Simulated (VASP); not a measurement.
VASP runs on ZrRh₃ (space group Pm-3m) share one base input (PBEsol GGA, plane waves, VASP's PBE PAW potentials (set 64)) and change the settings named in each case.

### KPOINTS
```
Automatic mesh
0
Gamma
9 9 9
0 0 0
```

**POSCAR**
```
ZrRh3
1.0
  3.8870000000   0.0000000000   0.0000000000
  0.0000000000   3.8870000000   0.0000000000
  0.0000000000   0.0000000000   3.8870000000
Rh Zr
3 1
Cartesian
  0.0000000000   1.9435000000   1.9435000000
  1.9435000000   0.0000000000   1.9435000000
  1.9435000000   1.9435000000   0.0000000000
  0.0000000000   0.0000000000   0.0000000000
```

### INCAR
```
# general
SYSTEM =ZrRh3
PREC   =Accurate
ENCUT  =300
LREAL  =.False.   # projection in real space or not
LASPH  =.True.   # aspherical one-centre terms

# electronic loop
EDIFF  =1E-6   # SCF stop (eV)
NELM   =100
ALGO   =Normal
LMAXMIX=4   # l cut-off of mixed one-centre charges

# smearing
ISMEAR =0   # Gaussian
SIGMA  =0.136

# functional
GGA    =PS   # PBEsol

# ions
ISIF   =2   # forces and stress, cell fixed

# output
LWAVE  =.False.
LCHARG =.False.
```

POTCAR, in this order: Rh_pv Zr_sv (PBE.64 set). Program: vasp_std.

```tsv
change	E(σ→0) (eV/atom)	pressure (GPa)	−TS (eV)
base run	-9.0740	2.93	-0.0289
GGA removed, POTCAR Rh_pv Zr_sv (LDA.64 set)	-9.5510	-1.90	-0.0287
GGA_COMPAT = .FALSE., LNONCOLLINEAR = .TRUE., LSORBIT = .TRUE., MAGMOM = 0.0 0.0 0.0 0.0 0.0 0.0 0.0 0.0 0.0 0.0 0.0 0.0, program vasp_ncl	-9.2057	3.07	-0.0291
KPOINTS 3×3×3 Γ-centred mesh	-9.0327	3.88	-0.1065
```
 Energies of different potentials or functionals have different zeros.  At 300 eV the pressure can carry a Pulay error.

Left out are runs that ran out of time, are held back, or changed the cell or the kind of run, fixed moments of cells without a moment, rows past the twelfth, gaps on odd meshes, pressures of charged cells and columns that move by less than the noise.

The structure comes from a measured ZrRh3 entry of the Crystallography Open Database, whose conditions weren't checked. The cell was not relaxed at this level.
